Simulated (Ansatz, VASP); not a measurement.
## TiTeSe in two plane-wave programs

One calculation is typed for both programs; each brings its own data sets. How far apart do they land? The cell is taken from a series of runs on this material, whose earlier steps may have relaxed, scaled, displaced or heated it; both programs get it as it stands.

Calculated with Ansatz 0.2.0; plane waves, with VASP 6.6.1 beside it; single point at LDA.

**1. The starting structure**

The cell holds 3 atoms: 1 Ti, 1 Se and 1 Te. Cell: a = 3.500 Å, b = 3.500 Å, c = 20.000 Å, α = 90.0°, β = 90.0°, γ = 120.0°. Vacuum lies along c.

Coordinates:

```xyz
3
Lattice="3.5000 0.0000 0.0000 -1.7500 3.0311 0.0000 0.0000 0.0000 20.0000" Properties=species:S:1:pos:R:3
Ti    0.0000    0.0000   10.0000
Se    0.0000    2.0207   11.5000
Te    1.7500    1.0104    8.4000
```

**2. VASP: single point, LDA**

A single point gives forces, pressure and levels at one fixed geometry, so differences don't come from the geometry; what else differs is listed under the comparison.

Lines of VASP's logs that name or quote its potential files are left out, and so is its time.

INCAR

```
SYSTEM = TiTeSe
PREC = Accurate
ENCUT = 400
EDIFF = 1E-06
NELM = 120
ISMEAR = 0
SIGMA = 0.1
LREAL = .FALSE.
ALGO = Normal
GGA = PW92
NBANDS = 18
LASPH = .TRUE.
LORBIT = 11
LWAVE = .FALSE.
LCHARG = .FALSE.
ISIF = 2
LDIPOL = .TRUE.
IDIPOL = 3
DIPOL = 0.5 0.5 0.498
LVHAR = .TRUE.
GGA_COMPAT = .FALSE.
NELMDL = -8
```

POSCAR

```
TiTeSe
1.0
    3.5000000000      0.0000000000      0.0000000000
   -1.7500000000      3.0310900000      0.0000000000
    0.0000000000      0.0000000000     20.0000000000
Ti Se Te
1 1 1
Direct
    0.0000000000      0.0000000000      0.5000000000
    0.3333333333      0.6666666667      0.5750000000
    0.6666666667      0.3333333333      0.4200000000
```

KPOINTS

```
Automatic mesh
0
Gamma
6 6 1
0 0 0
```

PAW data sets: Ti_sv, Se and Te (LDA family, release 64).

Command:

```
mpirun -np 1 vasp_std
```

Numbers of over 12 decimals in the logs are rounded to 6 here.

The log of the run:

```text
[banner, memory and clock lines left out]
running    1 mpi-ranks, on    1 nodes
 distrk:  each k-point on    1 cores,    1 groups
 distr:  one band on    1 cores,    1 groups

 POSCAR found type information on POSCAR TiSeTe
 POSCAR found :  3 types and       3 ions
|                                                                             |
|               ----> ADVICE to this user running VASP <----                  |
|                                                                             |
|     You enforced a specific xc type in the INCAR file but a different       |
|     [... a line on the potential file left out ...]
|     I HOPE YOU KNOW WHAT YOU ARE DOING!                                     |
|                                                                             |

 LDA part: xc-table for (Slater(with rela. corr.)+PW92), standard interpolation
 POSCAR, INCAR and KPOINTS ok, starting setup
 FFT: planning ... GRIDC
 FFT: planning ... GRID_SOFT
 FFT: planning ... GRID
 WAVECAR not read
 entering main loop
       N       E                     dE             d eps       ncg     rms          rms(c)
DAV:   1     0.141289198961E+03    0.14129E+03   -0.10362E+04   316   0.896E+02
DAV:   2    -0.289278881984E+01   -0.14418E+03   -0.14165E+03   344   0.236E+02
DAV:   3    -0.202066724810E+02   -0.17314E+02   -0.17248E+02   458   0.719E+01
DAV:   4    -0.208619401830E+02   -0.65527E+00   -0.65325E+00   350   0.140E+01
DAV:   5    -0.209086012814E+02   -0.46661E-01   -0.46639E-01   406   0.288E+00
DAV:   6    -0.209089766417E+02   -0.37536E-03   -0.37533E-03   352   0.325E-01
DAV:   7    -0.209089862494E+02   -0.96077E-05   -0.96077E-05   390   0.490E-02
DAV:   8    -0.209089863339E+02   -0.84495E-07   -0.84296E-07   320   0.520E-03    0.133E+01
DAV:   9    -0.198769185043E+02    0.10321E+01   -0.21341E+01   316   0.383E+01    0.100E+01
DAV:  10    -0.192607245984E+02    0.61619E+00   -0.19041E+01   340   0.313E+01    0.585E+00
DAV:  11    -0.188154492910E+02    0.44528E+00   -0.15790E+00   310   0.109E+01    0.149E+00
DAV:  12    -0.188096519297E+02    0.57974E-02   -0.26343E-01   378   0.332E+00    0.999E-01
DAV:  13    -0.188026301980E+02    0.70217E-02   -0.38555E-02   304   0.176E+00    0.458E-01
DAV:  14    -0.188020833555E+02    0.54684E-03   -0.46638E-03   348   0.452E-01    0.121E-01
[...]
DAV:  21    -0.188033697188E+02   -0.42364E-04   -0.36594E-06   248   0.106E-02    0.448E-03
DAV:  22    -0.188033785167E+02   -0.87978E-05   -0.22383E-06   286   0.635E-03    0.471E-03
DAV:  23    -0.188033855039E+02   -0.69872E-05   -0.57528E-07   230   0.519E-03    0.134E-03
DAV:  24    -0.188033953854E+02   -0.98815E-05   -0.54759E-07   214   0.304E-03    0.180E-03
DAV:  25    -0.188033999912E+02   -0.46057E-05   -0.12070E-07   212   0.165E-03    0.860E-04
DAV:  26    -0.188034045279E+02   -0.45368E-05   -0.21515E-07   234   0.173E-03    0.814E-04
DAV:  27    -0.188034057102E+02   -0.11822E-05   -0.30132E-08   184   0.731E-04    0.524E-04
DAV:  28    -0.188034063770E+02   -0.66682E-06   -0.34175E-08   192   0.998E-04
   1 F= -.18803406E+02 E0= -.18799872E+02  d E =-.706907E-02
```

Parts of OUTCAR (step 2):

```text
ion  position               nearest neighbor table
   1  0.000  0.000  0.500-   2 2.52   2 2.52   2 2.52   3 2.58   3 2.58   3 2.58
   2  0.333  0.667  0.575-   1 2.52   1 2.52   1 2.52
   3  0.667  0.333  0.420-   1 2.58   1 2.58   1 2.58

  LATTYP: Found a hexagonal cell.
 ALAT       =     3.5000000000
 C/A-ratio  =     5.7142857143

 Subroutine GETGRP returns: Found  6 space group operations
 (whereof  6 operations were pure point group operations)

The static configuration has the point symmetry C_3v.

 Found      7 irreducible k-points:

   k-points           NKPTS =      7   k-points in BZ     NKDIM =      7   number of bands    NBANDS=     18

   dimension x,y,z NGX =    24 NGY =   24 NGZ =  140
   dimension x,y,z NGXF=    48 NGYF=   48 NGZF=  280

   ENCUT  =  400.0 eV  29.40 Ry    5.42 a.u.   5.71  5.71 32.61*2*pi/ulx,y,z

   NELECT =      24.0000    total number of electrons

 k-points in reciprocal lattice and weights: Automatic mesh
   0.00000000  0.00000000  0.00000000       0.028
   0.16666667 -0.00000000  0.00000000       0.167
   0.33333333 -0.00000000  0.00000000       0.167
   0.50000000 -0.00000000  0.00000000       0.083
   0.16666667  0.16666667  0.00000000       0.167
   0.33333333  0.16666667  0.00000000       0.333
   0.33333333  0.33333333  0.00000000       0.056

 dipolmoment           0.000000      0.000000      0.024134 electrons x Angstroem

 average (electrostatic) potential at core
       1 -82.6591       2 -65.5613       3 -96.2983

 E-fermi :  -1.6244

 k-point     1 :       0.0000    0.0000    0.0000
  band No.  band energies     occupation
    ...
      6     -13.6976      2.00000
      7      -6.3256      2.00000
      8      -3.6158      2.00000
      9      -3.6158      2.00000
     10      -3.0093      2.00000
     11      -1.0807      0.00000
     12      -1.0807      0.00000
     13      -0.7984      0.00000
     14      -0.3296      0.00000
     15      -0.3296      0.00000
    ...

 k-point     2 :       0.1667   -0.0000    0.0000
  band No.  band energies     occupation
    ...
      8      -4.6325      2.00000
      9      -3.5424      2.00000
     10      -2.9304      2.00000
     11      -2.3559      2.00000
     12      -1.8462      1.99829
     13      -1.0635      0.00000
     14       0.0048      0.00000
     15       0.1812      0.00000
     16       1.4793      0.00000
     17       2.4371      0.00000
    ...

 k-point     3 :       0.3333   -0.0000    0.0000
  band No.  band energies     occupation
    ...
      8      -5.3762      2.00000
      9      -4.8151      2.00000
     10      -3.6196      2.00000
     11      -2.8541      2.00000
     12      -2.3045      2.00000
     13      -1.5071      0.09708
     14       0.1122      0.00000
     15       0.2456      0.00000
     16       1.7463      0.00000
     17       2.3330      0.00000
    ...

  Total        2.8204880      2.8204900      3.6370449      0.0000000     -0.0000000      0.0000000
  in kB       21.2979579     21.2979732     27.4639102      0.0000000     -0.0000000      0.0000000
  external PRESSURE =      23.3532805 kB  Pullay stress =       0.0000000 kB

  energy-cutoff  :      400.00
  volume of cell :      212.18
      direct lattice vectors                 reciprocal lattice vectors
     3.500000000  0.000000000  0.000000000     0.285714286  0.164957161  0.000000000
    -1.750000000  3.031090000  0.000000000     0.000000000  0.329914321  0.000000000
     0.000000000  0.000000000 20.000000000     0.000000000  0.000000000  0.050000000

 POSITION                                       TOTAL-FORCE (eV/Angst)
 -----------------------------------------------------------------------------------
      0.00000      0.00000     10.00000        -0.000000     -0.000000      2.574324
     -0.00000      2.02073     11.50000         0.000000      0.000000     -0.126520
      1.75000      1.01036      8.40000        -0.000000     -0.000000     -2.447804
 -----------------------------------------------------------------------------------
    total drift:                               -0.000000     -0.000006     -0.000052

  FREE ENERGIE OF THE ION-ELECTRON SYSTEM (eV)
  ---------------------------------------------------
  free  energy   TOTEN  =       -18.8034063770 eV

  energy  without entropy=      -18.7963373051  energy(sigma->0) =      -18.79987184

 vacuum level on the upper side and lower side of the slab         3.958         3.546

 total charge
# of ion       s       p       d       tot
------------------------------------------
    1        2.194   6.192   2.001  10.387
    2        1.475   2.372   0.036   3.883
    3        1.391   2.115   0.058   3.564
--------------------------------------------------
tot          5.060  10.679   2.095  17.834

[... 3 further parts left out ...]
```

The run ends at a pressure of 2.34 GPa, with forces up to 2.6 eV/Å.

**3. Ansatz: single point, LDA**

Ansatz runs on its default PAW (the set named soft_2) files.

The same cell, functional (in two slightly different forms), mesh and smearing now go to Ansatz, which takes its cutoff from its data sets.

input.yaml

```yaml
crystal:
  lattice:
    - [3.5, 0.0, 0.0]
    - [-1.75, 3.03109, 0.0]
    - [0.0, 0.0, 20.0]
  atoms:
    - { symbol: Ti, position: [0.0, 0.0, 0.5] }
    - { symbol: Se, position: [0.333333, 0.666667, 0.575] }
    - { symbol: Te, position: [0.666667, 0.333333, 0.42] }
  periodic: [true, true, false]
kpoints:
  mp_grid: { grid: [6, 6, 1] }
hamiltonian:
  xc: lda
scf:
  occupations: { method: gaussian, width: 0.1 }
output:
  forces: true
  stress: true
  eigenvalues: true
```

Command:

```
ansatz run input.yaml --threads 8 --pin off --max-ram 14336MiB --backend cpu --events-out ev --progress --plain --runs-dir out
```

The log of the run:

```text
Warning: crystal.periodic: the lattice vector that does not repeat stood 0.000° off the slab's normal, 20.000 Å along it as the deck builds it. The run solves the slab on a vector along the normal, 30.000 Å long, with every atom where it was (on the deck's vector they left 16.90 Å outside them, and the widest stretch free of ions among them is 1.60 Å). A fractional position that the run reports is one of the run's ce [...]
Warning: the atoms were moved onto the symmetric positions of the space group found under crystal.symmetry.tolerance 1.0e-5 (fractional; no operation is sought that the atoms, as they stand in a round, miss by more than twice it, and no atom is moved by as much as it), and the run uses the moved positions. Before a round's move an operation carried an atom to 3.50e-6 Å from where it should land, the largest such dist [...]
crystal.periodic: the lattice vector that does not repeat stood 0.000° off the slab's normal, 20.000 Å along it as the deck builds it. The run solves the slab on a vector along the normal, 30.000 Å long, with every atom where it was (on the deck's vector they left 16.90 Å outside them, and the widest stretch free of ions among them is 1.60 Å). A fractional position that the run reports is one of the run's cell, which [...]
Engine: ansatz 0.2.0, aarch64-unknown-linux-gnu
Pseudopotentials: kind: paw
Pseudopotential: Ti, paw, valence charge 12, recommended cutoff 420 eV (normal), Ti.paw.azcp
Pseudopotential: Se, paw, valence charge 16, recommended cutoff 420 eV (normal), Se.paw.azcp
Pseudopotential: Te, paw, valence charge 16, recommended cutoff 420 eV (normal), Te.paw.azcp
Functional definition: SPW92
  exchange = slater_x
  correlation = pw_c
Crystal: 3 atoms, lattice volume = 318.264 Å³
Basis set: ecut = 420 eV, 6215 PW (Γ)
Bands: 27, of which v1, the nominal top of the filled ones, is band 22 counted from 1 (21 counted from 0)
Symmetry: 6 space group operations
Space group: P3m1 (ITA 156), of the structure as read, at distance tolerance 6.8e-5 Å
k-points: 7 of 36 (time reversal used)
Non-local potential: Ti, projectors of the file, l = 0: 3, l = 1: 2, l = 2: 3, l = 3: 1
Non-local potential: Se, projectors of the file, l = 0: 2, l = 1: 2, l = 2: 3, l = 3: 1
Non-local potential: Te, projectors of the file, l = 0: 2, l = 1: 2, l = 2: 2, l = 3: 2
PAW form: soft (Blöchl's): semilocal exchange-correlation on the pseudo side does not see the compensation charge
PAW frozen core: Ti, regenerated for the run's functional, and the local potential with it (the file was generated under x = pbe(κ = 0.804, μ = 0.219515), c = pbe(β = 0.066725))
PAW frozen core: Se, regenerated for the run's functional, and the local potential with it (the file was generated under x = pbe(κ = 0.804, μ = 0.219515), c = pbe(β = 0.066725))
PAW frozen core: Te, regenerated for the run's functional, and the local potential with it (the file was generated under x = pbe(κ = 0.804, μ = 0.219515), c = pbe(β = 0.066725))
PAW one-centre angular grid: Ti, 590 points (default); XC on 64 Gauss nodes
PAW one-centre angular grid: Se, 590 points (default); XC on 64 Gauss nodes
PAW one-centre angular grid: Te, 590 points (default); XC on 64 Gauss nodes
Initial density: superposition of atomic densities (neutral atoms: chi_scale 0, normalization atom), corrected by the library's trained network
Initial wavefunctions: pseudopotential atomic-orbital guess
Functional: x = slater, c = lda
SCF iter   1: F=—  HF=-14663.100953 eV  |F-HF|=—  |Δ(HF+E_count)|=         —  Δρ=3.04e-3  dr2=1.10e-1  ethr=1.77e-3  ⟨swp⟩=12.3  Hψ=1221  notcnv=0
preconditioner: auto → LDOS  [insulator: Δε(μ)=0.130 eV  Ē_g=7.193 eV  σ=0.100 eV  W_gap=0.52  n_scr=18 (ndim 8)  ℏωp=8.3 eV  f_vac=0.765  D(μ)=1.40/eV (n_scr^D=8)  ε∞_Penn≈2.3  β→1.0]
SCF iter   2: F=—  HF=-14663.095743 eV  |F-HF|=—  |Δ(HF+E_count)|=   5.21e-3  Δρ=2.37e-3  dr2=9.73e-2  ethr=2.49e-4  ⟨swp⟩=3.6  Hψ=420  notcnv=0  defer=6
SCF iter   3: F=—  HF=-14663.086878 eV  |F-HF|=—  |Δ(HF+E_count)|=   8.87e-3  Δρ=3.68e-4  dr2=1.42e-3  ethr=2.21e-4  ⟨swp⟩=2.6  Hψ=261  notcnv=0  defer=6
SCF iter   4: F=—  HF=-14663.086836 eV  |F-HF|=—  |Δ(HF+E_count)|=   4.14e-5  Δρ=9.44e-5  dr2=5.49e-5  ethr=3.23e-6  ⟨swp⟩=3.3  Hψ=325  notcnv=0  defer=6
SCF iter   5: F=—  HF=-14663.086884 eV  |F-HF|=—  |Δ(HF+E_count)|=   4.74e-5  Δρ=2.63e-5  dr2=3.41e-6  ethr=1.25e-7  ⟨swp⟩=4.4  Hψ=451  notcnv=0  defer=6
SCF iter   6: F=—  HF=-14663.086887 eV  |F-HF|=—  |Δ(HF+E_count)|=   2.84e-6  Δρ=8.90e-6  dr2=6.28e-7  ethr=7.75e-9  ⟨swp⟩=3.1  Hψ=329  notcnv=0  defer=6
SCF iter   7: F=-14663.086887 eV  HF=-14663.086887 eV  |F-HF|=3.94e-8  |Δ(HF+E_count)|=   2.74e-7  Δρ=2.60e-6  dr2=2.46e-8  ethr=2.27e-10  ⟨swp⟩=12.9  Hψ=1184  notcnv=0
SCF 1 converged in 7 iterations: F = -14663.086887 eV  dr2 = 2.46e-8
  greatest PAW one-centre occupation: 1.000 electrons in one spin orbital (limit 2), on the Se atom at site 1 (counted from 0), in its partial waves of l = 2
SCF converged after 7 iterations
Free energy (F): -14663.086887 eV
Harris-Foulkes:  -14663.086887 eV  (|F-HF|=3.94e-8)
Internal energy: -14663.079880 eV  (E = F + TS)
E sigma→0 (E₀):  -14663.083384 eV
Entropy (-TS):   -0.007007 eV (-2.336 meV/atom)
Fermi energy:    -5.366945 eV
--- Per-component energies (eV) ---
  E_band       = -1462.076641
  E_kinetic    = 580.060857
  E_local      = -101323.223811  (includes V_loc(G=0)·N_el)
  E_nonlocal   = -881.950784
  E_hartree    = 50416.445993
  E_xc         = -327.307106
  E_vxc        = -329.143562  (∫ρ·V_xc dr)
  E_paw        = -7336.198034  (= ΣΔE_a)
  E_vpaw       = -340.712070  (= ΣTr[D̂ρ^β])
  E_aug_tail   = -0.000691  (compensation charges beyond the density's cutoff)
  E_ewald      = 44205.871722
  E_core_change = 3.221974  (= ΣΔE_core)
  E_smearing   = -0.007007  (= −TS)
  E_closure    = -0.000000  (closes the sum)
  Σ components = -14663.086887   (vs F -14663.086887, Δ=0.00e0)
--- Forces (eV/Å), atoms counted from 1 ---
  atom   1  Ti     0.00000000    -0.00000000     2.56574707
  atom   2  Se    -0.00000000    -0.00000000    -0.15846793
  atom   3  Te    -0.00000000     0.00000000    -2.40763394
  max |Σ_I F_I| component: 3.55e-4 eV/Å
--- 2D stress c σ (N/m, compression-positive) ---
        4.250447       0.000000       0.000000
        0.000000       4.250447       0.000000
        0.000000       0.000000       0.000000
  P = ½ c Tr σ = 4.2504 N/m
--- Band table (eV; the first three rows and the last of 7) ---
  k-point 0: bands = [... 18 lower, -7.3546, -6.7585, -4.8150, -4.8150, -4.5397, -4.0833, -4.0833, -0.9231, ... 1 higher]
  k-point 1: bands = [... 18 lower, -7.2824, -6.6792, -6.1102, -5.5875, -4.8039, -3.7379, -3.5646, -2.2689, ... 1 higher]
  k-point 2: bands = [... 18 lower, -8.5608, -7.3612, -6.6118, -6.0491, -5.2485, -3.6270, -3.4941, -1.9934, ... 1 higher]
  k-point 6: bands = [... 18 lower, -9.3465, -8.1312, -7.5538, -7.3150, -4.0721, -3.7263, -3.6912, -2.3960, ... 1 higher]
```

The column dr2 measures how far the density is from self-consistency, as an energy; F and HF (Harris–Foulkes) agree once it is small.

**4. Comparison**

Known differences besides the potentials themselves: Ansatz cuts the interaction across the vacuum, VASP repeats the sheet with a dipole correction; the data sets hold 44 valence electrons in Ansatz (on its default PAW (the set named soft_2) files) and 24 in VASP; the cutoff is 420 eV in Ansatz and 400 eV in VASP; VASP's log shows a relativistic correction to its local exchange, Ansatz's none. Total energies have different zeros and are not compared.

Forces (eV/Å; atoms numbered as in POSCAR):

```
atom        Ansatz x, y, z          VASP x, y, z
 Ti1   0.000, 0.000, 2.566   0.000, 0.000, 2.574
 Se2  0.000, 0.000, -0.158  0.000, 0.000, -0.127
 Te3  0.000, 0.000, -2.408  0.000, 0.000, -2.448
```

The forces differ by 17 meV/Å r.m.s., which is 1.5 % of the r.m.s. force of 1.185 eV/Å (both taken over all components). With vacuum in the cell, a pressure given here is an average over mostly empty space and none of the material.

**5. Results**

- r.m.s. force difference (single point, LDA): 1.5 % of the r.m.s. force

In words: The r.m.s. force difference is 1.5 % of the r.m.s. force (single point, LDA), within the 3 % picked in this series as the mark of a large difference. The data sets hold unlike numbers of valence electrons (44 in Ansatz and 24 in VASP), so part of the differences comes from the potentials. Such differences can come from data sets, numerical settings and the points named under the comparisons, not from the functional's error against experiment.

[Lines on the potential files, build, host, timing and source positions are cut from VASP's logs without a mark.]

[Logs are printed without paths, hosts, clocks, repeated set-up lines and the standing remarks that a program may print on its own settings, such as how far it seeks lower states.]

[Hosts, paths, dates, database ids (printed as entryN), source tags and the programs' standing remarks are cut or masked in the printed files.]
